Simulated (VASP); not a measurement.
Calculation: PBE GGA, VASP's PBE PAW potentials (set 64) (plane waves; VASP 6.6.1).

The input files of a VASP run:

**KPOINTS**
```
Automatic
0
G
 11 11 3
0.5 0.5 0.5
```

**INCAR**
```
SYSTEM = Ho
PREC = Accurate; ENCUT = 300; LREAL = .False.
LASPH = .True.
EDIFF = 1E-6; NELM = 100; ALGO = Normal
LMAXMIX = 6
ISMEAR = -1; SIGMA = 0.1
GGA = PE
ISPIN = 2; MAGMOM = 4*4.0
ISIF = 2
LWAVE = .False.; LCHARG = .False.; LORBIT = 11
```

### POSCAR
```
Ho
1
    3.5510200000     0.0000000000     0.0000000000
   -1.7755100000     3.0752730000     0.0000000000
    0.0000000000     0.0000000000    11.4254300000
Ho
4
Direct
  0.0000000000   0.0000000000   0.0000000000
  0.0000000000   0.0000000000   0.5000000000
  0.3333330000   0.6666670000   0.2500000000
  0.6666670000   0.3333330000   0.7500000000
```

POTCAR, in this order: Ho (PBE.64 set). Program: vasp_std.

The resulting files:

File OSZICAR:
```
       N       E                     dE             d eps       ncg     rms          rms(c)
DAV:   1     0.738401935732E+03    0.73840E+03   -0.19213E+04 20774   0.281E+03
DAV:   2     0.174743525190E+03   -0.56366E+03   -0.49904E+03 20640   0.489E+02
DAV:   3     0.828619202136E+01   -0.16646E+03   -0.15760E+03 18258   0.178E+02
DAV:   4    -0.196920420812E+02   -0.27978E+02   -0.27104E+02 28518   0.658E+01
DAV:   5    -0.228749129723E+02   -0.31829E+01   -0.30595E+01 31356   0.242E+01    0.672E+01
DAV:   6    -0.501233008181E+02   -0.27248E+02   -0.58303E+01 19276   0.103E+02    0.122E+02
DAV:   7    -0.339698225666E+02    0.16153E+02   -0.83216E+01 19364   0.797E+01    0.963E+01
DAV:   8    -0.268179279505E+02    0.71519E+01   -0.20808E+01 21914   0.349E+01    0.691E+01
DAV:   9    -0.349718026775E+02   -0.81539E+01   -0.20887E+01 19640   0.618E+01    0.823E+01
DAV:  10    -0.247267035762E+02    0.10245E+02   -0.51575E+00 22252   0.167E+01    0.192E+01
DAV:  11    -0.250368237095E+02   -0.31012E+00   -0.38326E+00 23658   0.166E+01    0.371E+01
DAV:  12    -0.250171399259E+02    0.19684E-01   -0.12583E+00 29032   0.699E+00    0.304E+01
DAV:  13    -0.248416348921E+02    0.17551E+00   -0.25496E-01 28032   0.210E+00    0.326E+01
DAV:  14    -0.247871845414E+02    0.54450E-01   -0.15408E-02 31630   0.117E+00    0.314E+01
DAV:  15    -0.253019907484E+02   -0.51481E+00   -0.35082E-01 24398   0.856E+00    0.339E+01
DAV:  16    -0.258764205068E+02   -0.57443E+00   -0.22979E-01 24840   0.553E+00    0.310E+01
DAV:  17    -0.263348738077E+02   -0.45845E+00   -0.22613E-01 27942   0.714E+00    0.298E+01
DAV:  18    -0.263751982842E+02   -0.40324E-01   -0.23340E-01 24274   0.704E+00    0.261E+01
DAV:  19    -0.262789418668E+02    0.96256E-01   -0.44716E-01 23814   0.685E+00    0.199E+01
DAV:  20    -0.262625227175E+02    0.16419E-01   -0.56201E-02 25248   0.175E+00    0.190E+01
DAV:  21    -0.262033033867E+02    0.59219E-01   -0.10268E-02 29826   0.112E+00    0.187E+01
DAV:  22    -0.261448263986E+02    0.58477E-01   -0.73193E-03 26906   0.165E+00    0.181E+01
DAV:  23    -0.260095686252E+02    0.13526E+00   -0.84685E-02 21816   0.556E+00    0.155E+01
DAV:  24    -0.260100835166E+02   -0.51489E-03   -0.20535E-01 26156   0.502E+00    0.141E+01
DAV:  25    -0.260183408280E+02   -0.82573E-02   -0.30160E-02 26056   0.277E+00    0.140E+01
DAV:  26    -0.260092331431E+02    0.91077E-02   -0.11531E-02 27700   0.192E+00    0.131E+01
DAV:  27    -0.260207061730E+02   -0.11473E-01   -0.11052E-02 28266   0.197E+00    0.123E+01
DAV:  28    -0.260189014673E+02    0.18047E-02   -0.20553E-02 26770   0.347E+00    0.104E+01
DAV:  29    -0.260164131749E+02    0.24883E-02   -0.27566E-02 26624   0.362E+00    0.865E+00
DAV:  30    -0.260311857877E+02   -0.14773E-01   -0.13911E-02 29672   0.130E+00    0.835E+00
DAV:  31    -0.260286367465E+02    0.25490E-02   -0.63199E-03 26508   0.138E+00    0.793E+00
DAV:  32    -0.260304227534E+02   -0.17860E-02   -0.10910E-02 23744   0.155E+00    0.693E+00
DAV:  33    -0.260285614624E+02    0.18613E-02   -0.13919E-02 24344   0.181E+00    0.585E+00
DAV:  34    -0.260321902949E+02   -0.36288E-02   -0.42770E-03 28974   0.101E+00    0.502E+00
DAV:  35    -0.260333973654E+02   -0.12071E-02   -0.28664E-03 28922   0.879E-01    0.451E+00
DAV:  36    -0.260359148578E+02   -0.25175E-02   -0.27375E-03 27186   0.105E+00    0.402E+00
DAV:  37    -0.260381413827E+02   -0.22265E-02   -0.35160E-03 25370   0.161E+00    0.312E+00
DAV:  38    -0.260378851679E+02    0.25621E-03   -0.78389E-03 25544   0.186E+00    0.190E+00
DAV:  39    -0.260410839760E+02   -0.31988E-02   -0.38484E-03 28712   0.553E-01    0.177E+00
DAV:  40    -0.260411730135E+02   -0.89037E-04   -0.86006E-04 29858   0.177E-01    0.164E+00
DAV:  41    -0.260411115619E+02    0.61452E-04   -0.19020E-04 28358   0.890E-02    0.163E+00
DAV:  42    -0.260411042081E+02    0.73538E-05   -0.39731E-05 23020   0.660E-02    0.164E+00
DAV:  43    -0.260410770111E+02    0.27197E-04   -0.11751E-04 24936   0.171E-01    0.168E+00
DAV:  44    -0.260406140525E+02    0.46296E-03   -0.72551E-04 24284   0.489E-01    0.157E+00
DAV:  45    -0.260397869702E+02    0.82708E-03   -0.17328E-03 24130   0.816E-01    0.150E+00
DAV:  46    -0.260408569205E+02   -0.10700E-02   -0.36374E-04 25242   0.222E-01    0.132E+00
DAV:  47    -0.260411615993E+02   -0.30468E-03   -0.25185E-04 26662   0.399E-01    0.120E+00
DAV:  48    -0.260413293443E+02   -0.16775E-03   -0.13931E-04 24102   0.222E-01    0.101E+00
DAV:  49    -0.260414519447E+02   -0.12260E-03   -0.85732E-05 25202   0.206E-01    0.776E-01
DAV:  50    -0.260414698164E+02   -0.17872E-04   -0.13435E-04 25732   0.205E-01    0.554E-01
DAV:  51    -0.260413735761E+02    0.96240E-04   -0.36021E-04 25014   0.452E-01    0.228E-01
DAV:  52    -0.260416729282E+02   -0.29935E-03   -0.15374E-04 27276   0.147E-01    0.173E-01
DAV:  53    -0.260417798646E+02   -0.10694E-03   -0.72825E-05 28328   0.503E-02    0.145E-01
DAV:  54    -0.260418202218E+02   -0.40357E-04   -0.68611E-05 23034   0.125E-01    0.256E-01
DAV:  55    -0.260418123229E+02    0.78989E-05   -0.31416E-05 24848   0.699E-02    0.227E-01
DAV:  56    -0.260417499590E+02    0.62364E-04   -0.80712E-05 22702   0.150E-01    0.961E-02
DAV:  57    -0.260418050551E+02   -0.55096E-04   -0.95986E-06 19794   0.494E-02    0.611E-02
DAV:  58    -0.260418092632E+02   -0.42080E-05   -0.78274E-06 14288   0.424E-02    0.338E-02
DAV:  59    -0.260418125391E+02   -0.32760E-05   -0.51680E-06 16370   0.274E-02    0.313E-02
DAV:  60    -0.260418121427E+02    0.39641E-06   -0.27807E-06 13974   0.243E-02
   1 F= -.26041812E+02 E0= -.25782251E+02  d E =-.519123E+00  mag=    14.7966
```

OUTCAR:
```
------------------------ aborting loop because EDIFF is reached ----------------------------------------
  FORCE on cell =-STRESS in cart. coord.  units (eV):
  Direction    XX          YY          ZZ          XY          YZ          ZX
  --------------------------------------------------------------------------------------
  Total        1.1822841      1.1822837      1.5626828      0.0000000      0.0000000     -0.0000000
  in kB       15.1817934     15.1817882     20.0665203      0.0000000      0.0000000     -0.0000000
  external PRESSURE =      16.8100340 kB  Pullay stress =       0.0000000 kB
  volume of cell :      124.77
      direct lattice vectors                 reciprocal lattice vectors
     3.551020000  0.000000000  0.000000000     0.281609228  0.162587191  0.000000000
    -1.775510000  3.075273000  0.000000000     0.000000000  0.325174383  0.000000000
     0.000000000  0.000000000 11.425430000     0.000000000  0.000000000  0.087524058
 POSITION                                       TOTAL-FORCE (eV/Angst)
 -----------------------------------------------------------------------------------
      0.00000      0.00000      0.00000        -0.000000      0.000000     -0.000000
      0.00000      0.00000      5.71272        -0.000000      0.000000     -0.000000
     -0.00000      2.05018      2.85636        -0.000000     -0.000000      0.000000
      1.77551      1.02509      8.56907         0.000000      0.000000      0.000000
 -----------------------------------------------------------------------------------
    total drift:                                0.000000     -0.000000      0.000000
  FREE ENERGIE OF THE ION-ELECTRON SYSTEM (eV)
  ---------------------------------------------------
  free  energy   TOTEN  =       -26.0418121427 eV

  energy  without entropy=      -25.5226891136  energy(sigma->0) =      -25.78225063

 total charge

# of ion       s       p       d       f       tot
--------------------------------------------------
    1        2.122   5.692   0.430  10.305  18.549
    2        2.122   5.692   0.430  10.305  18.549
    3        2.124   5.693   0.420  10.315  18.552
    4        2.124   5.693   0.420  10.315  18.552
--------------------------------------------------
tot          8.493  22.770   1.698  41.240  74.202

 magnetization (x)

# of ion       s       p       d       f       tot
--------------------------------------------------
    1        0.005  -0.018   0.073   3.482   3.543
    2        0.005  -0.018   0.073   3.482   3.543
    3        0.004  -0.016   0.066   3.471   3.525
    4        0.004  -0.016   0.066   3.471   3.525
--------------------------------------------------
tot          0.018  -0.068   0.279  13.906  14.136
```
(Selected blocks of OUTCAR.)

At this cut-off the stress carries a Pulay error, which pulls relaxed volumes low.

The structure was generated: Ho was put into an ordered model structure, which need not be its known phase. The cell was not relaxed at this level.
